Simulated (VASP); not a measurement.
The input files of a VASP run:

**KPOINTS**
```
Automatic mesh
0
Gamma
8 8 8
0 0 0
```

### POSCAR
```
ZrW2
5.3606430
  0.0000000000   0.7071067822   0.7071067822
  0.7071067822   0.0000000000   0.7071067822
  0.7071067822   0.7071067822   0.0000000000
Zr W
2 4
direct
  0.7500000000   0.7500000000   0.7500000000
  0.5000000000   0.5000000000   0.5000000000
  0.1250000000   0.6250000000   0.1250000000
  0.1250000000   0.1250000000   0.1250000000
  0.6250000000   0.1250000000   0.1250000000
  0.1250000000   0.1250000000   0.6250000000
```

**INCAR**
```
! general
SYSTEM  = ZrW2
PREC    = Accurate
ENCUT   = 400
LREAL   = .FALSE.
LASPH   = .TRUE.

! electronic loop
EDIFF   = 1E-7
NELM    = 100
ALGO    = Normal
LMAXMIX = 6

! smearing
ISMEAR  = -5

! functional
GGA     = PS

! ions
ISIF    = 2

! output
LWAVE   = .FALSE.
LCHARG  = .TRUE.
LORBIT  = 11
NEDOS   = 601

! other
LEFG    = .TRUE.
```

POTCAR, in this order: Zr_sv W_sv (PBE.64 set). Program: vasp_std.

Problem. Write an equivalent input for Quantum ESPRESSO's pw.x.

Solution. One equivalent input (not run):
```
&CONTROL
  calculation = 'scf'
  pseudo_dir = './pseudo'
  outdir = './out'
  tprnfor = .true.
  tstress = .true.
/
&SYSTEM
  ibrav = 0
  nat = 6
  ntyp = 2
  ecutwfc = 74
  occupations = 'tetrahedra'
  input_dft = 'pbesol'
/
&ELECTRONS
  conv_thr = 7.3e-09
  electron_maxstep = 100
/
ATOMIC_SPECIES
  Zr 91.224 Zr.upf
  W 183.840 W.upf
CELL_PARAMETERS angstrom
     0.0000000    3.7905470    3.7905470
     3.7905470    0.0000000    3.7905470
     3.7905470    3.7905470    0.0000000
ATOMIC_POSITIONS crystal
  Zr   0.7500000  0.7500000  0.7500000
  Zr   0.5000000  0.5000000  0.5000000
  W    0.1250000  0.6250000  0.1250000
  W    0.1250000  0.1250000  0.1250000
  W    0.6250000  0.1250000  0.1250000
  W    0.1250000  0.1250000  0.6250000
K_POINTS automatic
  8 8 8 0 0 0
```
The two are equivalent in intent, not identical: the potentials are each code's own (VASP's PAW set, PseudoDojo norm-conserving files in pw.x), so ENCUT and ecutwfc are chosen apart and not converted; conv_thr bounds pw.x's estimated SCF error, while EDIFF bounds the energy change between steps; the field gradients of LEFG aren't asked of the other code.

The structure comes from a computed database's ZrW2 entry (Fd-3m); how it stands against other phases isn't given here. It was relaxed first.
